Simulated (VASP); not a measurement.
An input for Quantum ESPRESSO's pw.x (written as the equivalent of a VASP run, and not itself run):

```
&CONTROL
  calculation = 'scf'
  pseudo_dir = './pseudo'
  outdir = './out'
  tprnfor = .true.
  tstress = .true.
/
&SYSTEM
  ibrav = 0
  nat = 2
  ntyp = 2
  ecutwfc = 88
  occupations = 'smearing'
  smearing = 'gaussian'
  degauss = 0.003675
  input_dft = 'vdw-df-obk8'
/
&ELECTRONS
  conv_thr = 7.3e-09
  electron_maxstep = 100
/
ATOMIC_SPECIES
  Be 9.012 Be.upf
  S 32.060 S.upf
CELL_PARAMETERS angstrom
     0.0000000    2.4856930    2.4856930
     2.4856930    0.0000000    2.4856930
     2.4856930    2.4856930    0.0000000
ATOMIC_POSITIONS crystal
  Be   0.0000000  1.0000000  1.0000000
  S    0.2500000  0.2500000  0.2500000
K_POINTS automatic
  9 9 9 0 0 0
```

Question: Write the VASP files for the same calculation (optB88-vdW).

Answer: One answer among several that fit: 
### INCAR
```
SYSTEM = BeS
PREC = Accurate
ENCUT = 520
EDIFF = 1E-7
NELM = 100
ALGO = Normal
LREAL = .FALSE.
LASPH = .TRUE.
ISMEAR = 0
SIGMA = 0.05
GGA = BO
PARAM1 = 0.1833333333
PARAM2 = 0.22
LUSE_VDW = .TRUE.
AGGAC = 0.0
LWAVE = .FALSE.
LCHARG = .FALSE.
ISIF = 2
```

### POSCAR
```
BeS
4.9713860
  0.0000000000   0.5000000011   0.5000000011
  0.5000000011   0.0000000000   0.5000000011
  0.5000000011   0.5000000011   0.0000000000
Be S
1 1
Cartesian
  1.0000000023   0.5000000011   0.5000000011
  0.2500000006   0.2500000006   0.2500000006
```

**KPOINTS**
```
Automatic mesh
0
G
9 9 9
```

POTCAR, in this order: Be S (PBE.64 set). Program: vasp_std.

Limits of the translation: the potentials are each code's own (VASP's PAW set, PseudoDojo norm-conserving files in pw.x), so ENCUT and ecutwfc are chosen apart and not converted; conv_thr bounds pw.x's estimated SCF error, while EDIFF bounds the energy change between steps.

The compound is BeS in the zinc blende structure. This cell is one point of a volume scan, at 1.06 of the reference volume.
